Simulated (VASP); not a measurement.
Method: PBE GGA, VASP's PBE PAW potentials (set 64) (plane waves; VASP).

VASP ran on this input.

### KPOINTS
```
k-points along high-symmetry lines
10
Line-mode
Reciprocal
  0.000000   0.000000   0.000000 ! GAMMA
  0.500000   0.000000   0.000000 ! M

  0.500000   0.000000   0.000000 ! M
  0.333333   0.333333   0.000000 ! K

  0.333333   0.333333   0.000000 ! K
  0.000000   0.000000   0.000000 ! GAMMA

  0.000000   0.000000   0.000000 ! GAMMA
  0.000000   0.000000   0.500000 ! A

  0.000000   0.000000   0.500000 ! A
  0.500000   0.000000   0.500000 ! L

  0.500000   0.000000   0.500000 ! L
  0.333333   0.333333   0.500000 ! H

  0.333333   0.333333   0.500000 ! H
  0.000000   0.000000   0.500000 ! A

  0.500000   0.000000   0.500000 ! L
  0.500000   0.000000   0.000000 ! M

  0.333333   0.333333   0.500000 ! H
  0.333333   0.333333   0.000000 ! K
```

### INCAR
```
LORBIT  =  11   # lm-projected
LREAL  =  .FALSE.   # projection in real space or not
PREC  =  Accurate
LASPH  =  .TRUE.   # aspherical one-centre terms
LMAXMIX  =  4   # l cut-off of mixed one-centre charges
ISMEAR  =  0   # Gaussian
SIGMA  =  0.05   # width (eV)
ALGO  =  Normal
NELM  =  100   # most electronic steps
SYSTEM  =  ZnO
GGA  =  PE
ICHARG  =  11   # fixed density
LWAVE  =  .FALSE.
LCHARG  =  .FALSE.
EDIFF  =  1E-7   # SCF stop (eV)
ENCUT  =  520   # plane-wave cut-off (eV)
```

File POSCAR:
```
ZnO
1
    3.2857936535     0.0000000000     0.0000000000
   -1.6428968268     2.8455812241     0.0000000000
   -0.0000000000    -0.0000000000     5.3094508453
Zn O
2 2
Direct
  0.3333330000   0.6666670000   0.9981677412
  0.6666670000   0.3333330000   0.4981677412
  0.3333330000   0.6666670000   0.3768322588
  0.6666670000   0.3333330000   0.8768322588
```

POTCAR, in this order: Zn O (PBE.64 set). Program: vasp_std. Read from the step before: CHGCAR.

Output of the run:

File OSZICAR:
```
       N       E                     dE             d eps       ncg     rms          rms(c)
DAV:   1     0.273265261837E+03    0.27327E+03   -0.18980E+04  3984   0.236E+03
DAV:   2     0.937907084844E+01   -0.26389E+03   -0.25351E+03  4266   0.439E+02
DAV:   3    -0.168198431889E+02   -0.26199E+02   -0.25800E+02  4668   0.141E+02
DAV:   4    -0.172991284124E+02   -0.47929E+00   -0.47870E+00  4392   0.203E+01
DAV:   5    -0.173031773829E+02   -0.40490E-02   -0.40480E-02  4614   0.165E+00
DAV:   6    -0.173032308148E+02   -0.53432E-04   -0.53431E-04  4344   0.156E-01
DAV:   7    -0.173032319091E+02   -0.10944E-05   -0.10944E-05  4596   0.187E-02
DAV:   8    -0.173032319359E+02   -0.26768E-07   -0.26764E-07  3698   0.242E-03
   1 F= -.17303232E+02 E0= -.17303232E+02  d E =-.393893E-16
```

OUTCAR:
```
 val. band max:        0.8361101052   @ k =   0.0000   0.0000   0.0000

 cond. band min:       1.5522437429   @ k =   0.0000   0.0000   0.0000



 k-point     1 :       0.0000    0.0000    0.0000
  band No.  band energies     occupation
      1     -16.9300      2.00000
      2     -16.2738      2.00000
      3      -4.6703      2.00000
      4      -4.6703      2.00000
      5      -4.6371      2.00000
      6      -4.5019      2.00000
      7      -4.4892      2.00000
      8      -4.4892      2.00000
      9      -3.6088      2.00000
     10      -3.6088      2.00000
     11      -3.4184      2.00000
     12      -3.4184      2.00000
     13      -3.1555      2.00000
     14       0.0902      2.00000
     15       0.0903      2.00000
     16       0.7595      2.00000
     17       0.8361      2.00000
     18       0.8361      2.00000
     19       1.5522      0.00000
     20       5.9083      0.00000
     21       8.8763      0.00000
     22      13.5386      0.00000

 k-point     2 :       0.0556    0.0000    0.0000
  band No.  band energies     occupation
      1     -16.9143      2.00000
      2     -16.2668      2.00000
      3      -4.6892      2.00000
      4      -4.6609      2.00000
      5      -4.6246      2.00000
      6      -4.4955      2.00000
      7      -4.4761      2.00000
      8      -4.4746      2.00000
      9      -3.6153      2.00000
     10      -3.6099      2.00000
     11      -3.4169      2.00000
     12      -3.4043      2.00000
     13      -3.1592      2.00000
     14      -0.0226      2.00000
     15       0.0503      2.00000
     16       0.5586      2.00000
     17       0.7413      2.00000
     18       0.8151      2.00000
     19       1.8663      0.00000
     20       6.0390      0.00000
     21       8.8777      0.00000
     22      13.1754      0.00000

 k-point     3 :       0.1111    0.0000    0.0000
  band No.  band energies     occupation
      1     -16.8680      2.00000
      2     -16.2463      2.00000
...
```

The density is held fixed in this step, so its total energy and stress have no physical meaning.

The structure was generated: ZnO was put into the wurtzite type (P6_3mc), which need not be its known phase. It was relaxed first, which changed the volume by +21 %.
